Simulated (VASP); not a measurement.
Given:

```
CELL_PARAMETERS angstrom
     -1.48536     1.48909     1.48536
      1.49281    -1.48909     1.49281
      1.48536     1.48909    -1.48536
ATOMIC_POSITIONS crystal
  V  0.00000 0.00000 0.00000
```

Level of theory: r2SCAN meta-GGA, VASP's PBE PAW potentials (set 64) (plane waves; VASP). Run with 480 eV cut-off, 16×16×16 Γ-centred mesh, first-order Methfessel-Paxton smearing of 0.10 eV, potentials V_sv.

Q: Give the stress tensor in GPa (positive for a compressed cell).

A: 
```
1.63  0.00  0.02
0.00  1.64  0.00
0.02  0.00  1.63
```
The pressure is its mean diagonal, 1.63 GPa.

The compound is V in the bcc structure. This cell was strained or had an atom moved on purpose. The run is not spin-polarised, so no magnetic state was tried.
